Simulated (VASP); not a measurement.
# Li3ZrN2 in VASP: notebook, part 3 of 3

VASP 6.6.1. Earlier steps stand in the parts before.

### 6 Relaxation of cell and atoms, PBE

This run uses another cell than the first one, of 12.05 Å³/atom, 0.966 times its volume.

File INCAR:

```
PREC     = Normal         # precision mode
ENCUT    = 520            # plane-wave cutoff, eV
EDIFF    = 1E-4           # SCF threshold, eV
ISMEAR   = 0              # smearing method
SIGMA    = 0.15           # smearing width, eV
LREAL    = F              # projectors in reciprocal space
LASPH    = T              # aspherical terms in the spheres
NELM     = 60             # most SCF steps
ALGO     = Fast           # electronic algorithm
ISIF     = 3              # what is computed and relaxed
LWAVE    = F              # write WAVECAR
LCHARG   = F              # write CHGCAR
GGA      = PE             # functional
IBRION   = 2              # ionic algorithm
NSW      = 24             # ionic steps
EDIFFG   = -0.08          # ionic threshold
```

File KPOINTS:

```
Automatic mesh
0
Gamma
  4 4 4
```

File POSCAR:

```
Li3ZrN2
1.0
    4.8345123700      0.0000000000      0.0000000000
   -2.4172561800      4.1868105200      0.0000000000
    0.0000000000      0.0000000000      3.5706819300
Li Zr N
3 1 2
Direct
    0.0000000000      0.5000000000      0.9950230700
    0.5000000000      0.0000000000      0.9950230700
    0.5000000000      0.5000000000      0.9950230700
    0.0000000000      0.0000000000      0.1926302600
    0.6666666700      0.3333333300      0.4961477200
    0.3333333300      0.6666666700      0.4961477200
```

Potentials or basis: VASP PAW PBE potentials, release 64 (Li_sv, Zr_sv, N).

On the command line:

```
cat potpaw_PBE.64/Li_sv/POTCAR potpaw_PBE.64/Zr_sv/POTCAR potpaw_PBE.64/N/POTCAR > POTCAR
mpirun -np 1 vasp_std > vasp.out
```

OUTCAR:

```text
PREC = Normal
   ENCUT = 520
   EDIFF = 1E-4
   ISMEAR = 0
   LREAL = F
   LASPH = T
   NELM = 60
   ISIF = 3
   GGA = PE
   IBRION = 2
   NSW = 24
   EDIFFG = -0.08

 ion  position               nearest neighbor table
   1  0.000  0.500  0.995-   2 2.42   2 2.42   3 2.42   3 2.42   4 2.52   4 2.52
   2  0.500  0.000  0.995-   3 2.42   3 2.42   1 2.42   1 2.42   4 2.52   4 2.52
   3  0.500  0.500  0.995-   2 2.42   2 2.42   1 2.42   1 2.42   4 2.52   4 2.52
   4  0.000  0.000  0.193-   1 2.52   1 2.52   3 2.52   3 2.52   2 2.52   2 2.52
   5  0.667  0.333  0.496-
   6  0.333  0.667  0.496-

  LATTYP: Found a hexagonal cell.
 ALAT       =     4.8345123700
 C/A-ratio  =     0.7385816100

  Lattice vectors:

 A1 = (   4.8345123700,   0.0000000000,   0.0000000000)
 A2 = (  -2.4172561800,   4.1868105200,   0.0000000000)
 A3 = (   0.0000000000,   0.0000000000,   3.5706819300)

Analysis of symmetry for initial positions (statically):
=====================================================================
 Subroutine PRICEL returns:
 Original cell was already a primitive cell.

 Routine SETGRP: Setting up the symmetry group for a
 hexagonal supercell.

 Subroutine GETGRP returns: Found 12 space group operations
 (whereof 12 operations were pure point group operations)
 out of a pool of 24 trial point group operations.

The static configuration has the point symmetry C_6v.

Analysis of symmetry for dynamics (positions and initial velocities):
=====================================================================
 Subroutine PRICEL returns:
 Original cell was already a primitive cell.

 Routine SETGRP: Setting up the symmetry group for a
 hexagonal supercell.

 Subroutine GETGRP returns: Found 12 space group operations
 (whereof 12 operations were pure point group operations)
 out of a pool of 24 trial point group operations.

The dynamic configuration has the point symmetry C_6v.

 Subroutine INISYM returns: Found 12 space group operations
 (whereof 12 operations are pure point group operations),
 and found     1 'primitive' translations

----------------------------------------------------------------------------------------

                                     Primitive cell

  volume of cell :      72.2748

  direct lattice vectors                    reciprocal lattice vectors
     4.834512370  0.000000000  0.000000000     0.206846094  0.119422648  0.000000000
    -2.417256180  4.186810520  0.000000000     0.000000000  0.238845296  0.000000000
     0.000000000  0.000000000  3.570681930     0.000000000  0.000000000  0.280058549

  length of vectors
     4.834512370  4.834512361  3.570681930     0.238845296  0.238845296  0.280058549

  position of ions in fractional coordinates (direct lattice)
     0.000000000  0.500000000  0.995023070
     0.500000000  0.000000000  0.995023070
     0.500000000  0.500000000  0.995023070
     0.000000000  0.000000000  0.192630260
     0.666666670  0.333333330  0.496147720
     0.333333330  0.666666670  0.496147720

  ion indices of the primitive-cell ions
   primitive index   ion index
                 1           1
                 2           2
                 3           3
                 4           4
                 5           5
[... 35 lines left out ...]
  0.250000  0.000000  0.250000     12.000000
  0.500000  0.000000  0.250000      6.000000
  0.250000  0.250000  0.250000     12.000000
  0.000000  0.000000  0.500000      1.000000
  0.250000  0.000000  0.500000      6.000000
  0.500000  0.000000  0.500000      3.000000
  0.250000  0.250000  0.500000      6.000000
   k-points           NKPTS =     12   k-points in BZ     NKDIM =     12   number of bands    NBANDS=     19
   number of dos      NEDOS =    301   number of ions     NIONS =      6
   total plane-waves  NPLWV =  15680
   dimension x,y,z NGX =    28 NGY =   28 NGZ =   20
   dimension x,y,z NGXF=    56 NGYF=   56 NGZF=   40
   ions per type =               3   1   2
   NGX,Y,Z   is equivalent  to a cutoff of   9.63,  9.63,  9.31 a.u.
   NGXF,Y,Z  is equivalent  to a cutoff of  19.26, 19.26, 18.62 a.u.
 SYSTEM =  unknown system
   PREC   = normal    normal or accurate (medium, high low for compatibility)
   ISTART =      0    job   : 0-new  1-cont  2-samecut
   ICHARG =      2    charge: 1-file 2-atom 10-const
   ISPIN  =      1    spin polarized calculation?
   LNONCOLLINEAR =      F non collinear calculations
   LSORBIT =      F    spin-orbit coupling
   LASPH  =      T    aspherical Exc in radial PAW
   ENCUT  =  520.0 eV  38.22 Ry    6.18 a.u.   8.99  8.99  6.64*2*pi/ulx,y,z
   NELM   =     60;   NELMIN=  2; NELMDL= -5     # of ELM steps
   EDIFF  = 0.1E-03   stopping-criterion for ELM
   LREAL  =      F    real-space projection
   EDIFFG = -.8E-01   stopping-criterion for IOM
   NSW    =     24    number of steps for IOM
   IBRION =      2    ionic relax: 0-MD 1-quasi-New 2-CG
   NFREE  =      1    steps in history (QN), initial steepest desc. (CG)
   ISIF   =      3    stress and relaxation
   ISYM   =      2    0-nonsym 1-usesym 2-fastsym
   POTIM  = 0.5000    time-step for ionic-motion
   TEBEG  =    0.0;   TEEND  =   0.0 temperature during run
   PSTRESS=    0.0 pullay stress
   NELECT =      31.0000    total number of electrons
   NUPDOWN=      -1.0000    fix difference up-down
   EMIN   =  10.00;   EMAX   =-10.00  energy-range for DOS
   EFERMI =   0.00;   METHOD = LEGACY
   ISMEAR =     0;   SIGMA  =   0.15  broadening in eV -4-tet -1-fermi 0-gaus
   EFERMI_NEDOS =   21; number of points for ismear=-14 and -15
   IALGO  =     68    algorithm
   IMIX   =      4    mixing-type and parameters
     AMIX     =   0.40;   BMIX     =  1.00
     AMIX_MAG =   1.60;   BMIX_MAG =  1.00
  volume/ion in A,a.u.               =      12.05        81.29
  Fermi-wavevector in a.u.,A,eV,Ry     =   1.234619  2.333092 20.739149  1.524284
  Thomas-Fermi vector in A             =   2.369302
   LORBIT       =      0    0 simple, 1 ext, 2 COOP (PROOUT), +10 PAW based schemes
   GGA     = PE    functional components
   LHFCALC =     F    Hartree Fock is set to
   AEXX    =    0.0000 exact exchange contribution
   IVDW    =     0    specifies the selected vdW correction
   LEPSILON=     F    determine dielectric tensor
   LRPA    =     F    only Hartree local field effects (RPA)
 conjugate gradient relaxation of ions
 non-spin polarized calculation
 RMM-DIIS sequential band-by-band and
 Gauss-broadening in eV      SIGMA  =   0.15
  energy-cutoff  :      520.00
  volume of cell :       72.27
 maximum number of plane-waves:      1970
   NGX = 17   NGY = 17   NGZ = 13

--------------------------------------- Ionic step        1  -------------------------------------------

 number of electron      31.0000028 magnetization

 Free energy of the ion-electron system (eV)
  ---------------------------------------------------
  ext. energy  EPLUGINS =         0.00000000
  ---------------------------------------------------
  free energy    TOTEN  =       -25.90690510 eV

  energy without entropy =      -25.86247309  energy(sigma->0) =      -25.88468909

------------------------ aborting loop EDIFF was not reached (unconverged)  ----------------------------

  FORCE on cell =-STRESS in cart. coord.  units (eV):
  Direction    XX          YY          ZZ          XY          YZ          ZX
  --------------------------------------------------------------------------------------
  -------------------------------------------------------------------------------------
  Total        2.8856050      2.8856050    -18.1255445      0.0000000     -0.0000000     -0.0000000
  in kB       63.9676389     63.9676387   -401.8042214      0.0000001     -0.0000000     -0.0000000
  external PRESSURE =     -91.2896479 kB  Pullay stress =       0.0000000 kB
[... 101 lines left out ...]
  FREE ENERGIE OF THE ION-ELECTRON SYSTEM (eV)
  ---------------------------------------------------
  free  energy   TOTEN  =       -29.3532425410 eV

  energy  without entropy=      -29.2984416768  energy(sigma->0) =      -29.32584211

[... ionic steps 4 to 14 ...]

--------------------------------------- Ionic step       15  -------------------------------------------

 number of electron      30.9999983 magnetization

------------------------ aborting loop because EDIFF is reached ----------------------------------------
[... 75 lines left out ...]
--------------------------------------- Ionic step       17  -------------------------------------------

 number of electron      31.0000054 magnetization

 Free energy of the ion-electron system (eV)
  ---------------------------------------------------
  ext. energy  EPLUGINS =         0.00000000
  ---------------------------------------------------
  free energy    TOTEN  =       -31.40953423 eV

  energy without entropy =      -31.36905511  energy(sigma->0) =      -31.38929467

 E-fermi :   6.3045     XC(G=0): -11.0938

 val. band max:        6.2954209870   @ k =   0.2500   0.0000   0.2500
 cond. band min:       6.3866647413   @ k =   0.2500   0.2500   0.0000
 fundamental gap:      0.0912437543
 Fermi energy:         6.3045032644

 k-point     1 :       0.0000    0.0000    0.0000
  band No.  band energies     occupation
      1     -42.4058      2.00000
      2     -38.4602      2.00000
      3     -38.2445      2.00000
      4     -38.2445      2.00000
      5     -20.4189      2.00000
      6     -20.4189      2.00000
[... 286 lines left out ...]
  FREE ENERGIE OF THE ION-ELECTRON SYSTEM (eV)
  ---------------------------------------------------
  free  energy   TOTEN  =       -31.4095342339 eV

  energy  without entropy=      -31.3690551051  energy(sigma->0) =      -31.38929467

 reached required accuracy - stopping structural energy minimisation
```

Run time: 7.4 min. Hardware: 1 thread of Intel Xeon Platinum 8259CL at 2.50GHz (Skylake/Cascade Lake), shared host; peak memory 0.16 GiB.

These settings aren't checked as converged: the numbers below hold their error.

Results:

| Item | Value |
| --- | --- |
| Free energy | -31.4095 eV |
| Relaxed volume | 9.66 Å³/atom |
| Relaxed cell | a = 4.475 Å, b = 4.475 Å, c = 3.344 Å, α = 90.00°, β = 90.00°, γ = 120.00° |
| Space group after relaxing (to 0.05 Å) | P6/mmm (No. 191) |
| Energy gained by relaxing | 917.1 meV/atom |
| Ionic steps | 17 |
| Largest force after relaxing | 0.048 eV/Å |
| Band gap on the k mesh | none (metal or under the smearing width) |

Caveat: the k mesh is coarse (spacing up to 0.44 Å⁻¹), so the values aren't converged; the cutoff is under 1.25 times the usual one of these potentials, so pressure, stress and relaxed cells hold a basis-set (Pulay) error; the volume moved by over 15 % at a fixed basis, so the end points are rough; the relaxation stopped at a loose force limit of 0.08 eV/Å, so its end isn't a converged minimum.
